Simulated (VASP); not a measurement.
A convergence study with VASP on Al (fcc): a few settings are varied, all else stays as given below, so the limit is that of these other settings. The cell's lengths are 1 % over those of the tabulated start, so it is off equilibrium.

```xyz
1
Lattice="0.0000 2.0452 2.0452 2.0452 0.0000 2.0452 2.0452 2.0452 0.0000" Properties=species:S:1:pos:R:3 pbc="T T T"
Al     0.0000     0.0000     0.0000
```

The numbers are results of PBE GGA, VASP's PBE PAW potentials (set 64) (plane waves; VASP), not measurements. The last row used: 900 eV cut-off, 13×13×13 Γ-centred mesh, first-order Methfessel-Paxton smearing of 0.10 eV, potentials Al_sv_GW.

Energies of different potentials or hybrids have different zeros.

| setting | E (eV/atom) | pressure (GPa) | plane waves |
|---|---|---|---|
| ENCUT = 300, POTCAR Al | -3.7334 | -2.73 | 208 |
| ENCUT = 400, POTCAR Al | -3.7364 | -2.70 | 331 |
| ENCUT = 520, POTCAR Al | -3.7368 | -2.68 | 477 |
| ENCUT = 700, POTCAR Al | -3.7370 | -2.68 | 736 |
| ENCUT = 900, POTCAR Al | -3.7370 | -2.68 | 1067 |
| ENCUT = 300, POTCAR Al_GW | -3.7406 | -2.83 | 208 |
| ENCUT = 400, POTCAR Al_GW | -3.7416 | -2.79 | 331 |
| ENCUT = 520, POTCAR Al_GW | -3.7417 | -2.79 | 477 |
| ENCUT = 700, POTCAR Al_GW | -3.7419 | -2.79 | 736 |
| ENCUT = 900, POTCAR Al_GW | [?] | -2.79 | 1067 |
| ENCUT = 300, POTCAR Al_sv_GW | -4.0460 | -39.23 | 208 |
| ENCUT = 400, POTCAR Al_sv_GW | -3.7018 | -18.62 | 331 |
| ENCUT = 520, POTCAR Al_sv_GW | -3.7479 | -3.53 | 477 |
| ENCUT = 700, POTCAR Al_sv_GW | [?] | [?] | 736 |
| ENCUT = 900, POTCAR Al_sv_GW | -3.7615 | -2.84 | 1067 |

### Question
What belongs in the gaps?

### Answer

- ENCUT = 900, POTCAR Al_GW, E (eV/atom): -3.7420
- ENCUT = 700, POTCAR Al_sv_GW, E (eV/atom): -3.7607
- ENCUT = 700, POTCAR Al_sv_GW, pressure (GPa): -3.52

Left out are rungs that failed or repeat a setting and relaxations that didn't move; long series are thinned to 24 rows.

The compound is Al in the fcc structure. The cell was not relaxed at this level.
